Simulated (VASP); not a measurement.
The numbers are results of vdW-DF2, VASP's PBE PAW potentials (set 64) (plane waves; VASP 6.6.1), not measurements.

Input for VASP

KPOINTS:
```
Automatic mesh
0
Gamma
9 9 3
0 0 0
```

POSCAR:
```
La
1
    1.9231415423    -3.3309791047     0.0000000000
    1.9231415423     3.3309791047     0.0000000000
    0.0000000000     0.0000000000    12.4063639395
La
4
Direct
  0.0000000000   0.0000000000   0.5000000000
  0.0000000000   0.0000000000   0.0000000000
  0.3333330000   0.6666670000   0.2500000000
  0.6666670000   0.3333330000   0.7500000000
```

**INCAR**
```
# general
SYSTEM    =  La
PREC      =  Accurate
ENCUT     =  520
LREAL     =  .FALSE.
LASPH     =  .TRUE.

# electronic loop
EDIFF     =  1E-7
NELM      =  100
ALGO      =  Normal
LMAXMIX   =  6

# smearing
ISMEAR    =  1
SIGMA     =  0.1

# functional
GGA       =  ML
LUSE_VDW  =  .TRUE.
AGGAC     =  0.0
ZAB_VDW   =  -1.8867

# ions
IBRION    =  2
NSW       =  30
ISIF      =  4
EDIFFG    =  -0.01

# output
LWAVE     =  .FALSE.
LCHARG    =  .FALSE.
```

POTCAR, in this order: La (PBE.64 set). Program: vasp_std.

### Question
What will the output report for the number of irreducible k-points (NKPTS), largest plane-wave count, number of space-group operations, FFT grid (NGX, NGY, NGZ)?

### Answer

```json
{
 "number of irreducible k-points (NKPTS)": "24",
 "largest_plane_wave_count": "4314",
 "number_of_space_group_operations": "24",
 "FFT grid (NGX, NGY, NGZ)": "30 × 30 × 96"
}
```

The compound is La in the dhcp structure. This cell is one point of a volume scan, at 0.97 of the reference volume. Symmetry was kept, so distortions that lower it aren't found.
